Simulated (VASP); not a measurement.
Data:

```
CELL_PARAMETERS angstrom
      0.00000     3.14379     3.14379
      3.14379     0.00000     3.14379
      3.14379     3.14379     0.00000
ATOMIC_POSITIONS crystal
  Pb 0.00000 0.00000 0.00000
  Se 0.50000 0.50000 0.50000
```

Level of theory: rev-vdW-DF2, VASP's PBE PAW potentials (set 64) (plane waves; VASP). Settings: 520 eV cut-off, 8×8×8 Γ-centred mesh, Gaussian smearing of 0.050 eV, potentials Pb_d Se.

Question: Give the stress tensor in GPa (positive for a compressed cell).

Answer: 
```
-2.54   0.00   0.00
 0.00  -2.54   0.00
 0.00   0.00  -2.54
```
The pressure is its mean diagonal, -2.54 GPa.

The compound is PbSe in the rock salt structure. This cell is one point of a volume scan, at 1.06 of the reference volume.
